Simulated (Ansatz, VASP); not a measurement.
**Si: VASP beside Ansatz**

INCAR

```
SYSTEM = Si
ALGO = Normal ; EDIFF = 1E-6
ENCUT = 520 ; ISIF = 2
ISMEAR = 0 ; LASPH = .TRUE.
LCHARG = .FALSE. ; LREAL = .FALSE.
LWAVE = .FALSE. ; NBANDS = 11
NELM = 80 ; PREC = Accurate
SIGMA = 0.05
```

KPOINTS

```
k-points
0
G
  12 12 12
  0 0 0
```

Contents of POSCAR:

```
Si
1.0
    0.0000000000      2.5929346428      2.7009735863
    2.5929346428      0.0000000000      2.7009735863
    2.5929346428      2.5929346428      0.0000000000
Si
2
Direct
    0.5088856848      0.4911143152      0.4911143152
    0.7411143152      0.7588856848      0.7588856848
```

Input for Ansatz:

```yaml
crystal:
  lattice:
    - [0.0, 2.5929346428, 2.7009735863]
    - [2.5929346428, 0.0, 2.7009735863]
    - [2.5929346428, 2.5929346428, 0.0]
  atoms:
    - { symbol: Si, position: [0.5088856848, 0.4911143152, 0.4911143152] }
    - { symbol: Si, position: [0.7411143152, 0.7588856848, 0.7588856848] }
basis:
  ecutwfc: 420
kpoints:
  mp_grid: { grid: [12, 12, 12] }
hamiltonian:
  xc: lda
scf:
  occupations: { method: gaussian, width: 0.05 }
output:
  forces: true
  stress: true
  eigenvalues: true
```

Change from the starting cell: mode 4 frozen in at -0.048 Å, equal normal strain along x and y -0.0400.

Alike in both runs: task single point; functional LDA; k mesh 12 × 12 × 12; occupations gaussian, width 0.05 eV; no spin polarisation.

```csv
,VASP,Ansatz
version,VASP 6.6.1,Ansatz 0.2.0
potentials or method,"VASP PAW LDA potentials, release 64 (Si)","scalar-relativistic, plane waves, PAW"
plane-wave cutoff (eV),520,420
valence electrons in the cell,8,8
```

```tsv
	VASP	Ansatz	Ansatz less VASP
gap on the k mesh at the Fermi level (eV)	none	none	-
pressure (GPa)	9.7	9.6	-0.08
largest component of the traceless stress (GPa)	5.89	5.88	-0.011
rms of the force components (eV/Å)	0.806	0.806	+0.0001
```

Atom by atom the forces differ by 0.000 eV/Å (rms over components). A gap of «none» marks a metal or a gap that the smearing closes.

Caveats: forces of over 1 eV/Å show positions far from the minimum, so gaps and moduli don't describe the material at rest.
